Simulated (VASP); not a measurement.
MoP (relaxed from the zinc blende structure, space group F-43m): computed properties

Method: PBEsol GGA, VASP's PBE PAW potentials (set 64) (plane waves; VASP).

For MoP, the space group comes out as F-43m (216) and the cell is a = b = c = 5.3474 Å, α = β = γ = 90.00°. The volume per atom comes out as 19.11 Å³/atom and the band gap (over mesh and band path) is none (metal, semimetal or under 0.01 eV). The density is 5.51 g/cm³.

```
MoP
1.0
    0.00000     2.67369     2.67369
    2.67369     0.00000     2.67369
    2.67369     2.67369     0.00000
Mo P
1 1
Direct
  0.00000   0.00000   0.00000
  0.25000   0.25000   0.25000
```

The structure was generated: MoP was put into the zinc blende type (F-43m), which need not be its known phase. It was relaxed first, which changed the volume by -30 %. Symmetry was kept, so distortions that lower it aren't found. The electron count is odd and the run is not spin-polarised, which forces a metal.
